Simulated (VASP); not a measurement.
```xyz
2
Lattice="3.9355 0.0000 0.0000 0.0000 3.9355 0.0000 0.0000 0.0000 3.9355" Properties=species:S:1:pos:R:3 pbc="T T T"
Cs     0.0000     0.0000     0.0000
Br     1.9678     1.9678     1.9678
```

Method: LDA (Ceperley-Alder, Perdew-Zunger), VASP's LDA PAW potentials (set 64) (plane waves; VASP). Run with 500 eV cut-off, 7×7×7 Γ-centred mesh, Gaussian smearing of 0.050 eV, potentials Cs_sv Br.

Energy and stress use the plane-wave basis of the starting cell.

### Question
The ions, cell shape and volume at an external pressure of 10.0 GPa are relaxed. Give the cell that the relaxation ends in.

### Answer

```xyz
2
Lattice="3.8177 0.0000 0.0000 0.0000 3.8177 0.0000 0.0000 0.0000 3.8177" Properties=species:S:1:pos:R:3 pbc="T T T"
Cs     0.0000     0.0000     0.0000
Br     1.9088     1.9088     1.9088
```
Space group Pm-3m (221), at a tolerance of 0.03 Å.

### Question
How do energy and volume change from the first to the last step?

### Answer
The energy (σ→0) changes by +120.9 meV/atom and the volume by -8.7 %, in 3 ionic steps.

The compound is CsBr in the CsCl type structure. This run relaxes it under an external pressure of 10 GPa. Symmetry was kept, so distortions that lower it aren't found.
